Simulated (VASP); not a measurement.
Here is the system:

```
CELL_PARAMETERS angstrom
      4.54727     0.00000     0.00000
      0.00000     4.54727     0.00000
      0.00000     0.00000     3.19132
ATOMIC_POSITIONS crystal
  Ir 0.00000 0.00000 0.00000
  Ir 0.50000 0.50000 0.50000
  O  0.30829 0.30829 0.00000
  O  0.80829 0.19171 0.50000
  O  0.19171 0.80829 0.50000
  O  0.69171 0.69171 0.00000
```

Level of theory: PW91 GGA, VASP's PBE PAW potentials (set 64) (plane waves; VASP). Settings: 520 eV cut-off, 8×8×11 Γ-centred mesh, tetrahedra with Blöchl corrections, potentials Ir O.

The cores are frozen, which limits the accuracy of field gradients.

### Question
Give the principal components of the electric field gradient (V/Å²) and the asymmetry η at each nucleus.

### Answer

```json
[
 {"atom": "Ir1", "Vxx": "-179.3", "Vyy": "-4.6", "Vzz": "183.9", "η": "0.95"},
 {"atom": "Ir2", "Vxx": "-179.3", "Vyy": "-4.6", "Vzz": "183.9", "η": "0.95"},
 {"atom": "O3", "Vxx": "58.8", "Vyy": "41.2", "Vzz": "-100.0", "η": "0.18"},
 {"atom": "O4", "Vxx": "58.8", "Vyy": "41.2", "Vzz": "-100.0", "η": "0.18"},
 {"atom": "O5", "Vxx": "58.8", "Vyy": "41.2", "Vzz": "-100.0", "η": "0.18"},
 {"atom": "O6", "Vxx": "58.8", "Vyy": "41.2", "Vzz": "-100.0", "η": "0.18"}
]
```

The compound is IrO2 in the rutile structure. It was relaxed first.
